Q: Nine calculations were made for the same germanium crystal. Why do they all report a positive pressure, when nobody is squeezing it?

Static pressure of diamond-structure germanium from PBE density-functional theory, in the same fixed two-atom cell (22.64 Å³ per atom), without spin polarisation or spin–orbit coupling. All runs use an 8×8×8 k mesh and Fermi–Dirac smearing of 0.05 eV. Pressure is positive in compression, and a basis given only in eV is a plane-wave cutoff; the Ansatz row omits the Pulay correction.

```
         program                              potentials                      basis  pressure (GPa)  pressure less the median of the rows (GPa)
          ABINIT                        JTH PAW PBE v2.0                     599 eV           3.170                                      -0.460
            VASP    VASP PAW PBE potentials, recommended                     520 eV           3.570                                      -0.060
Quantum ESPRESSO                 SSSP 1.3 efficiency PBE                     748 eV           3.580                                      -0.050
          Ansatz                              Ansatz PAW                     420 eV           3.610                                      -0.020
     Ansatz LAPW  all electron LAPW, scalar relativistic  0.001 eV/atom basis error           3.630                                       0.000
           JDFTx          PseudoDojo SR PBE 0.5 standard                    1061 eV           3.720                                       0.090
          ABACUS     PseudoDojo NC SR 0.4.1 PBE standard                    1075 eV           3.750                                       0.120
            GPAW    GPAW PAW data sets (gpaw data 1.2.1)                     600 eV           3.900                                       0.270
          SIESTA              PseudoDojo 0.4 standard NC                        DZP           7.390                                       3.760
```

A: Because the cell is held at a size that is too small for the theory. Pressure tells how steeply the energy falls when the crystal is allowed to grow, and a positive value means that it would rather expand. The cell has a cubic lattice constant of 5.658 Å, close to the measured one, whereas the PBE functional is known to prefer a larger germanium crystal. Atomic vibrations, which a static lattice leaves out, would push outward as well, so their absence does not explain the positive sign.

Q: How much larger would the crystal like to be?

A: Treat it as a spring. The bulk modulus B is the pressure needed per relative change of volume, and for a small change the length L changes by a third as much as the volume. A pressure P is therefore released by a growth of about

ΔL/L ≈ P/(3B)

For the all-electron LAPW row P is 3.63 GPa, and B is roughly 60 GPa in PBE, a recalled value; real germanium is somewhat stiffer. This gives 3.63/180 ≈ 0.020, or 2 %, which is about 0.11 Å on the lattice constant.

The released crystal would then measure about 5.8 Å, which agrees with the rough PBE value that I recall. The estimate is a little high, because a compressed crystal is stiffer than the relaxed one to which B belongs. It is still good enough to turn a disagreement in pressure into a disagreement in length, and the output after this text does so for every row.

Q: SIESTA gives twice the pressure of most others. Has it found a different kind of germanium?

A: No, the crystal and the functional are the same; the description of the electrons is poorer. SIESTA builds the electron waves from a small set of functions centred on the atoms, called DZP. ABACUS uses closely related potentials but builds the waves from plane waves, which fill space evenly and can be refined step by step. It finds 3.75 GPa where SIESTA finds 7.39 GPa. Its energy is also lower, by 0.93 eV per cell of two atoms. That is the direction to expect when the electrons have more freedom to adjust, but the amount measures the basis alone only if the two potentials are identical.

Q: But if an energy is simply too high, why should the pressure suffer?

A: It would not suffer if the energy were too high by the same amount at every volume. Pressure is a slope, and a constant shift has no slope. The damage comes from the part of the error that changes as the crystal is compressed.

That part can be surprisingly small. One percent of the cell volume is 0.01 × 2 × 22.64 Å³ ≈ 0.45 Å³. Multiplied by the excess pressure of 3.64 GPa, this is an energy of only about 10 meV. So if SIESTA's energy error grows by 10 meV for each percent of compression, about a hundredth of the 0.93 eV, the whole excess is accounted for.

If the small basis is the cause, as is likely, the sign tells us that it serves the compressed crystal worse than the expanded one. A plausible reason is that the electron waves must change shape as the atoms approach, and a few fixed functions follow that change badly. Repeating the run with a larger set of orbitals would show whether the excess shrinks, as it should if the basis is to blame.

Q: ABINIT and GPAW both use plane waves with a cutoff of about 600 eV. Why do they still differ?

A: The cutoff says how fine the plane waves are, not how fine they need to be. That depends on the potential that stands in for the nucleus and the inner electrons, and these two programs use different ones. ABINIT and GPAW end up 0.73 GPa apart, while Ansatz, with a cutoff of only 420 eV, lies within 0.02 GPa of the LAPW row. Equal cutoffs therefore do not make two calculations equivalent.

For GPAW there is a likely culprit, though no run here tests it alone. Its potential treats only the four outermost electrons of each atom as free to respond and freezes the 3d shell just beneath them, whereas the other rows let that shell respond. A frozen shell cannot adapt when the neighbours come closer. Freeing the shell does not guarantee agreement, however: ABINIT does so and is still 13 % below LAPW. Whether its potential or its cutoff is to blame has not been tested.

Q: Which digits may I trust, then?

A: For this functional, this cell and the k mesh and smearing that all rows share, "about 3.6 GPa" is well supported. VASP, Quantum ESPRESSO, Ansatz and LAPW agree within 0.06 GPa, which corresponds to only about 0.002 Å in the lattice constant. I would not rank these four by their second decimal. When a cell is strained, a fixed set of plane waves changes its effective fineness, and the correction for this, named after Pulay, is left out of the Ansatz row. It would add 0.026 GPa, a little under half of that span.

If you pick a single program with its usual settings, allow for more. Without SIESTA the rows run from 3.17 to 3.90 GPa, so even the first decimal can depend on the choice of program, potential and cutoff. Agreement between programs also shows only that they solve the same equations alike. The preference of PBE for too large a crystal is common to all of them, so the differences between the rows cannot reveal it; that takes a comparison with the measured lattice constant.

Q: What should I watch if I change a setting, or replace germanium by another element?

A: When you improve the basis, watch the pressure itself and not only the energy. The energy may still be falling while the pressure has settled, if the fall is the same at every volume. The reverse can also happen: an energy change that looks harmless may carry enough slope to move the pressure.

When you change the element, ask how stiff the crystal is. Diamond has a bulk modulus of roughly 440 GPa, again a recalled value and about seven times the 60 GPa used here for germanium. By the spring formula, the same error in pressure would then shift its relative length about seven times less. In a soft crystal, a pressure error that looks modest can spoil the predicted size.

Printed output of the fit:

```
Distance from the LAPW row:
               row  pressure difference in GPa  difference in percent  rough change of lattice constant in angstrom
            ABINIT                       -0.46                 -12.67                                      -0.01446
              VASP                       -0.06                 -1.653                                     -0.001886
  Quantum ESPRESSO                       -0.05                 -1.377                                     -0.001572
            Ansatz                       -0.02                 -0.551                                    -0.0006287
       Ansatz LAPW                           0                      0                                             0
             JDFTx                        0.09                  2.479                                      0.002829
            ABACUS                        0.12                  3.306                                      0.003772
              GPAW                        0.27                  7.438                                      0.008487
            SIESTA                        3.76                  103.6                                        0.1182
Cubic lattice constant of the cell, angstrom: 5.658
Rough growth in length that would release the LAPW pressure, percent: 2.017
The same growth of the lattice constant, angstrom: 0.1141
Mean of all nine pressures, GPa: 4.036
Mean without SIESTA, GPa: 3.616
Median of all nine, GPa: 3.63
Median without SIESTA, GPa: 3.62
Span of the eight rows without SIESTA, GPa: 0.73
Span of VASP, Quantum ESPRESSO, Ansatz and LAPW, GPa: 0.06
GPAW less ABINIT, GPa: 0.73
SIESTA less ABACUS, GPa: 3.64
SIESTA over ABACUS, ratio: 1.971
Energy of SIESTA above ABACUS, eV per cell: 0.9278
Growth of that energy per percent of compression that gives the excess pressure, meV per cell: 10.29
That growth as a share of the energy difference, percent: 1.109
Pulay correction taken off the Ansatz row, GPa: 0.02574
That correction as a share of the span of the four close rows, percent: 42.9
Gap at the zone centre in GPAW, meV: 90.24
Gap at the zone centre in LAPW, meV: 36
```
